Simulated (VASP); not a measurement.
Input of a VASP 6.6.1 run:

INCAR

```
PREC     = Accurate       # precision mode
ENCUT    = 520            # plane-wave cutoff, eV
EDIFF    = 1E-7           # SCF threshold, eV
ISMEAR   = 1              # smearing method
SIGMA    = 0.15           # smearing width, eV
LREAL    = F              # projectors in reciprocal space
LASPH    = T              # aspherical terms in the spheres
NELM     = 100            # most SCF steps
ALGO     = Fast           # electronic algorithm
ISIF     = 2              # what is computed and relaxed
LWAVE    = F              # write WAVECAR
LCHARG   = F              # write CHGCAR
GGA      = PE             # functional
NBANDS   = 88             # bands
```

The input KPOINTS:

```
Automatic mesh
0
Gamma
  3 3 3
```

File POSCAR:

```
LuSiIr
1.0
    6.0521710000     -0.2514630000      0.9582240000
    0.2625000000      6.4500080000     -0.2285960000
    0.3667960000      0.0841890000      5.6920900000
Ir Lu Si
4 4 4
Direct
    0.0851036752      0.6624448324      0.4962519663
    0.0446691877      0.9131576657      0.1341196471
    0.3780113719      0.6776652639      0.0255793566
    0.6680436134      0.4707296535      0.7285419754
    0.6552998160      0.7371101265      0.3907214074
    0.0019164040      0.5215979961      0.9490510289
    0.7728879695      0.2169221314      0.3530894153
    0.4027636295      0.1895517476      0.8812536336
    0.7568969750      0.8805153004      0.8769774246
    0.3180277896     -0.0022426481      0.3888431980
    0.3896036962      0.4326090171      0.3056847447
    0.0249618891      0.0791954092      0.7088451997
```

Potentials or basis: VASP PAW PBE potentials, release 64 (Ir, Lu, Si).

Command:

```sh
$ cat potpaw_PBE.64/Ir/POTCAR potpaw_PBE.64/Lu/POTCAR potpaw_PBE.64/Si/POTCAR > POTCAR
$ mpirun -np 1 vasp_std > vasp.out
```

**Question.** Predict the band gap on the k mesh.

**Answer.** None (metal or under the smearing width).

**Question.** Predict the pressure.

**Answer.** 11.0 GPa.

**Question.** What does it give for the largest force?

**Answer.** 3.270 eV/Å.

Forces on the atoms (eV/Å):
```
Ir   0.778  0.014 -0.501
Ir  -1.342  2.464 -1.680
Ir   2.630  0.359  0.117
Ir   1.639  1.191 -0.180
Lu   0.108  0.709  0.304
Lu   0.505 -1.003 -0.162
Lu  -0.208 -0.141 -0.008
Lu  -0.795 -2.442  0.675
Si  -2.087 -1.897  0.977
Si  -0.370  0.628 -0.776
Si  -1.627 -1.267  0.918
Si   0.769  1.384  0.317
```

Caveat: the k mesh is coarse (spacing up to 0.38 Å⁻¹), so the values aren't converged. Spin-orbit coupling is left out, which matters for the levels of Ir, Lu.
